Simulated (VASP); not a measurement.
Energy against volume of Pd (fcc). Computed with PBEsol GGA, VASP's PBE PAW potentials (set 64) (plane waves; VASP). Run with 520 eV cut-off, 16×16×16 Γ-centred mesh, first-order Methfessel-Paxton smearing of 0.10 eV, potentials Pd.

```tsv
V (Å³/atom)	E (eV/atom)
13.661	-5.92102
14.097	-5.95051
14.533	-5.95963
14.968	-5.95194
```

### Question
Fit these four points and predict the energy of the run at 15.404 Å³/atom.

### Answer
A cubic in V^(−2/3), the third-order Birch-Murnaghan form, passes through the four points with V0 = 14.54 Å³/atom and B0 = 205 GPa, and gives -5.9303 eV/atom there. The run gave -5.9304 eV/atom, -0.1 meV/atom from the fit; all five points give B0 = 205 GPa.

The compound is Pd in the fcc structure. It was relaxed first.
